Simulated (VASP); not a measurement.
CdMg3Te4 (ordered alloy cell): computed properties

Calculation: PBEsol GGA, VASP's PBE PAW potentials (set 64) (plane waves; VASP).

For CdMg₃Te₄, the space group is R3m (160) and the cell is a = 4.5654 Å, b = 4.5654 Å, c = 44.6353 Å, α = 90.00°, β = 90.00°, γ = 120.00°. The volume per atom is 33.57 Å^3/atom, the band gap (over mesh and band path) is 1.60 eV and the smallest direct gap (over mesh and band path) comes out as 1.60 eV. The band-edge character comes out as direct, Γ to Γ and the density is 4.30 g/cm³.

```cif
data_CdMg3Te4
_chemical_formula_sum 'Mg3 Te4 Cd1'
_space_group_name_H-M_alt 'P 1'
_space_group_IT_number 1
_cell_length_a 4.56538
_cell_length_b 4.56538
_cell_length_c 18.23538
_cell_angle_alpha 59.953
_cell_angle_beta 59.953
_cell_angle_gamma 60.000
loop_
_space_group_symop_operation_xyz
  'x, y, z'
loop_
_atom_site_label
_atom_site_type_symbol
_atom_site_fract_x
_atom_site_fract_y
_atom_site_fract_z
_atom_site_occupancy
Mg1 Mg 0.99827 0.99827 0.00130 1
Mg2 Mg 0.99987 0.99987 0.25010 1
Mg3 Mg 0.00012 0.00012 0.49991 1
Te1 Te 0.24990 0.24990 0.06258 1
Te2 Te 0.25027 0.25027 0.31229 1
Te3 Te 0.25258 0.25258 0.56057 1
Te4 Te 0.24800 0.24800 0.81400 1
Cd1 Cd 0.00100 0.00100 0.74925 1
```

Unless said otherwise, spin-orbit coupling is left out, though it shifts the bands of the heavy elements here.

The structure was generated: CdMg3Te4 was put into an ordered model structure (R3m), which need not be its known phase. It was relaxed first. Symmetry was kept, so distortions that lower it aren't found.
